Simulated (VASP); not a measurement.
# AlN (P6_3mc) in VASP: notebook, part 2 of 2

VASP 6.6.1. The steps go on from the part before.

### Step 3. Dielectric tensor, PBE

Contents of INCAR:

```
SYSTEM = AlN
PREC     = Accurate       ! precision mode
ENCUT    = 520            ! plane-wave cutoff, eV
EDIFF    = 1E-8           ! SCF threshold, eV
ISMEAR   = 0              ! smearing method
SIGMA    = 0.05           ! smearing width, eV
LREAL    = .False.        ! projectors in reciprocal space
LASPH    = .True.         ! aspherical terms in the spheres
NELM     = 80             ! most SCF steps
ALGO     = Fast           ! electronic algorithm
ISIF     = 2              ! what is computed and relaxed
LWAVE    = .False.        ! write WAVECAR
LCHARG   = .False.        ! write CHGCAR
GGA      = PE             ! functional
LEPSILON = .True.         ! dielectric tensor by DFPT
```

Contents of KPOINTS:

```
Automatic mesh
0
Gamma
  9 9 6
  0 0 0
```

Contents of POSCAR:

```
AlN
1.0
    3.1281630000      0.0000000000      0.0000000000
   -1.5640815000      2.7090686252      0.0000000000
    0.0000000000      0.0000000000      5.0154930000
Al N
2 2
Direct
    0.3333333333      0.6666666667      0.0000000000
    0.6666666667      0.3333333333      0.5000000000
    0.3333333333      0.6666666667      0.3815500000
    0.6666666667      0.3333333333      0.8815500000
```

Potentials or basis: VASP PAW PBE potentials, release 64 (Al, N).

Launch:

```console
$ cat potpaw_PBE.64/Al/POTCAR potpaw_PBE.64/N/POTCAR > POTCAR
$ mpirun -np 1 vasp_std > vasp.out
```

OUTCAR:

```text
SYSTEM = AlN
   PREC = Accurate
   ENCUT = 520
   EDIFF = 1E-8
   ISMEAR = 0
   LREAL = .False.
   LASPH = .True.
   NELM = 80
   ISIF = 2
   GGA = PE
   LEPSILON = .True.

 ion  position               nearest neighbor table
   1  0.333  0.667  0.000-   4 1.90   4 1.90   4 1.90   3 1.91   2 3.09   2 3.09   2 3.09   2 3.09
                             2 3.09   2 3.09
   2  0.667  0.333  0.500-   3 1.90   3 1.90   3 1.90   4 1.91   1 3.09   1 3.09   1 3.09   1 3.09
                             1 3.09   1 3.09
   3  0.333  0.667  0.382-   2 1.90   2 1.90   2 1.90   1 1.91
   4  0.667  0.333  0.882-   1 1.90   1 1.90   1 1.90   2 1.91

  LATTYP: Found a hexagonal cell.
 ALAT       =     3.1281630000
 C/A-ratio  =     1.6033349285

  Lattice vectors:

 A1 = (   3.1281630000,   0.0000000000,   0.0000000000)
 A2 = (  -1.5640815000,   2.7090686252,   0.0000000000)
 A3 = (   0.0000000000,   0.0000000000,   5.0154930000)

Analysis of symmetry for initial positions (statically):
=====================================================================
 Subroutine PRICEL returns:
 Original cell was already a primitive cell.

 Routine SETGRP: Setting up the symmetry group for a
 hexagonal supercell.

[... 599 lines left out ...]

------------------------ aborting loop because EDIFF is reached ----------------------------------------

 PIEZOELECTRIC TENSOR FIELD DIRECTION 3  (e Angst)
 -----------------------------------------------------------------------------
     0.71458  0.00000  0.00000           (  0.00449  0.00000 -0.00000)
     0.00000  0.71458  0.00000           (  0.00000  0.00449 -0.00000)
    -0.00000  0.00000 -1.11723           ( -0.00000 -0.00000 -0.00459)

 PIEZOELECTRIC TENSOR FIELD DIRECTION 3  (C/m^2)
 -----------------------------------------------------------------------------
     0.26936  0.00000  0.00000
     0.00000  0.26936  0.00000
    -0.00000  0.00000 -0.42114

 MACROSCOPIC STATIC DIELECTRIC TENSOR (including local field effects in DFT)
 ------------------------------------------------------
           4.469870     0.000000    -0.000000
           0.000000     4.469870     0.000000
           0.000000     0.000000     4.690664
 ------------------------------------------------------

 PIEZOELECTRIC TENSOR (including local field effects)  for field in x, y, z        (e  Angst)
          XX          YY          ZZ          XY          YZ          ZX
  --------------------------------------------------------------------------------
  x     0.00000    -0.00000     0.00000     0.00000     0.00000     0.90192
  y    -0.00000     0.00000     0.00000     0.00000     0.90192     0.00000
  z     0.71458     0.71458    -1.11723     0.00000     0.00000     0.00000

 PIEZOELECTRIC TENSOR (including local field effects)  for field in x, y, z        (C/m^2)
          XX          YY          ZZ          XY          YZ          ZX
  --------------------------------------------------------------------------------
  x     0.00000    -0.00000     0.00000     0.00000     0.00000     0.33998
  y    -0.00000     0.00000     0.00000     0.00000     0.33998     0.00000
  z     0.26936     0.26936    -0.42114     0.00000     0.00000     0.00000

 BORN EFFECTIVE CHARGES (including local field effects) (in |e|, cummulative output)
 ---------------------------------------------------------------------------------
 ion    1
    1     2.51592     0.00000     0.00000
    2     0.00000     2.51592     0.00000
    3    -0.00000     0.00000     2.67591
 ion    2
    1     2.51592    -0.00000     0.00000
    2     0.00000     2.51592     0.00000
    3     0.00000    -0.00000     2.67591
 ion    3
    1    -2.51592     0.00000     0.00000
    2     0.00000    -2.51592    -0.00000
    3     0.00000     0.00000    -2.67591
 ion    4
    1    -2.51592     0.00000     0.00000
    2    -0.00000    -2.51592     0.00000
    3     0.00000     0.00000    -2.67591
```

OSZICAR:

```text
N       E                     dE             d eps       ncg     rms          rms(c)
DAV:   1     0.535911695772E+02    0.53591E+02   -0.76244E+03  1152   0.120E+03
DAV:   2    -0.301582542570E+02   -0.83749E+02   -0.77179E+02  1776   0.222E+02
DAV:   3    -0.344256019094E+02   -0.42673E+01   -0.42466E+01  1520   0.541E+01
DAV:   4    -0.344629533199E+02   -0.37351E-01   -0.37339E-01  1328   0.592E+00
[... 11 lines left out ...]
RMM:   6    -0.476372338682E+00   -0.80875E-03   -0.20420E-05  2045   0.359E-02    0.721E-03
RMM:   7    -0.476655217770E+00   -0.28288E-03   -0.16072E-06  2049   0.109E-02    0.222E-03
RMM:   8    -0.476741794717E+00   -0.86577E-04   -0.21368E-07  2071   0.389E-03    0.282E-04
RMM:   9    -0.476740715630E+00    0.10791E-05   -0.11553E-08  2112   0.720E-04    0.778E-05
RMM:  10    -0.476740085775E+00    0.62986E-06   -0.14673E-08  1802   0.181E-04    0.183E-05
RMM:  11    -0.476740107343E+00   -0.21568E-07   -0.17178E-09  1093   0.585E-05    0.330E-06
```

It took 2.6 min on 1 thread of Intel Xeon 6975P-C (Granite Rapids), shared host; peak memory 0.29 GiB.

Results:

```yaml
Band_gap_on_the_k_mesh: 4.06 eV, direct
Electronic_dielectric_tensor_diagonal: 4.47, 4.47, 4.69
Born_charges_mean_of_the_diagonal: Al +2.57; N -2.57 e
```

Levels at points of the mesh, in eV from the valence-band top:
```
           k point  band 5  band 6  band 7  band 8  band 9  band 10  band 11  band 12
(0.00, 0.00, 0.00)   -0.85   -0.20   -0.20    0.00    4.06     6.53    10.47    11.04
(0.00, 0.00, 0.50)   -0.53   -0.53   -0.53   -0.53    6.33     6.33    10.18    10.18
```

Electronic dielectric tensor:
```
4.47 0.00 0.00
0.00 4.47 0.00
0.00 0.00 4.69
```

Born effective charge tensors (e):
atom 1, Al
```
2.52 0.00 0.00
0.00 2.52 0.00
0.00 0.00 2.68
```
atom 2, Al
```
2.52 0.00 0.00
0.00 2.52 0.00
0.00 0.00 2.68
```
atom 3, N
```
-2.52  0.00  0.00
 0.00 -2.52  0.00
 0.00  0.00 -2.68
```
atom 4, N
```
-2.52  0.00  0.00
 0.00 -2.52  0.00
 0.00  0.00 -2.68
```

Caveat: an odd mesh through Γ misses points on the zone boundary, where band edges often lie.

### Step 4. How close it comes

Step 3. The gap isn't set beside the measured one, since this odd mesh misses points on the zone boundary.
